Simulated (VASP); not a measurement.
```
MoS2
1.0
    1.53340    -2.65593     0.00000
    1.53340     2.65593     0.00000
    0.00000     0.00000    11.33909
Mo S
2 4
Direct
  0.33333   0.66667   0.25000
  0.66667   0.33333   0.75000
  0.33333   0.66667   0.88832
  0.66667   0.33333   0.38832
  0.66667   0.33333   0.11168
  0.33333   0.66667   0.61168
```

The numbers are results of PBEsol GGA, VASP's PBE PAW potentials (set 64) (plane waves; VASP 6.6.1), not measurements. Settings: 500 eV cut-off, 8×8×2 Γ-centred mesh, Gaussian smearing of 0.050 eV, potentials Mo_sv S.

Energy and stress use the plane-wave basis of the starting cell. Without a dispersion term in the relaxation, distances and binding between the weakly bound layers, chains or molecules are unreliable, and so is what depends on them.

Q: The ions, cell shape and volume at an external pressure of 20.0 GPa are relaxed. What does this cell relax into?

A: 
```
MoS2
1.0
    1.50496    -2.60666     0.00000
    1.50496     2.60666     0.00000
    0.00000     0.00000    10.98553
Mo S
2 4
Cartesian
  1.50496   0.86889   2.74638
  1.50496  -0.86889   8.23915
  1.50496   0.86889   9.81240
  1.50496  -0.86889   4.31964
  1.50496  -0.86889   1.17312
  1.50496   0.86889   6.66589
```
Space group P6_3/mmc (194), at a tolerance of 0.03 Å.

Q: How do energy and volume change from the first to the last step?

A: The energy (σ→0) changes by +94.4 meV/atom and the volume by -6.7 %, in 10 ionic steps.

```csv
step,E(σ→0) (eV),max force (eV/Å),pressure (GPa),volume (Å³)
1,-46.5561,0.017,9.99,92.36
2,-44.3957,2.929,50.93,80.09
3,-46.2179,0.717,19.55,88.65
4,-46.2021,0.744,19.93,88.53
5,-46.0751,0.231,20.04,87.04
6,-46.0221,0.075,20.13,86.59
7,-46.0027,0.001,19.93,86.30
8,-45.9941,0.022,19.91,86.22
9,-45.9820,0.031,20.35,86.13
10,-45.9898,0.003,20.05,86.19
```

The compound is MoS2 in the 2H layered structure. This run relaxes it under an external pressure of 20 GPa. Symmetry was kept, so distortions that lower it aren't found.
